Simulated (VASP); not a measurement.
These are PBE GGA, VASP's PBE PAW potentials (set 64) (plane waves; VASP) values and carry that method's errors.

Input for VASP

### INCAR
```
SYSTEM = SnSe
PREC = Accurate
ENCUT = 150
EDIFF = 1E-04
NELM = 100
ALGO = Normal
LREAL = .FALSE.
LASPH = .TRUE.
ISMEAR = 0
SIGMA = 0.05
GGA = PE
LMAXMIX = 4
LWAVE = .FALSE.
LCHARG = .FALSE.
ISIF = 2
```

File KPOINTS:
```
Automatic mesh
0
G
4 4 4
```

### POSCAR
```
SnSe
1.0
 11.6679590000   0.0000000000   0.0000000000
  0.0000000000   4.1274880000   0.0000000000
  0.0000000000   0.0000000000   4.7023200000
Sn Se
4 4
Cartesian
  7.2200163496   3.0956160000   1.7706585960
  4.4479426504   1.0318720000   2.9316614040
 10.2819221504   1.0318720000   4.1218185960
  1.3860368496   3.0956160000   0.5805014040
  1.7332753094   1.0318720000   2.3943272976
  9.9346836906   3.0956160000   2.3079927024
  4.1007041906   3.0956160000   0.0431672976
  7.5672548094   1.0318720000   4.6591527024
```

POTCAR, in this order: Sn_d Se (PBE.64 set). Program: vasp_std.

**Question.** What will the output report for the number of irreducible k-points (NKPTS), largest plane-wave count, number of space-group operations, FFT grid (NGX, NGY, NGZ)?

**Answer.** 
```yaml
number of irreducible k-points (NKPTS): 27
largest_plane_wave_count: 968
number_of_space_group_operations: 8
FFT grid (NGX, NGY, NGZ): 48 × 16 × 20
```

The structure comes from a computed database's SnSe entry; how it stands against other phases isn't given here. The cell was not relaxed at this level. The run is one of a series of settings (EDIFF = 1E-04, ENCUT = 150, KPOINTS 4×4×4 Γ-centred mesh against the base run), some of them coarse on purpose.
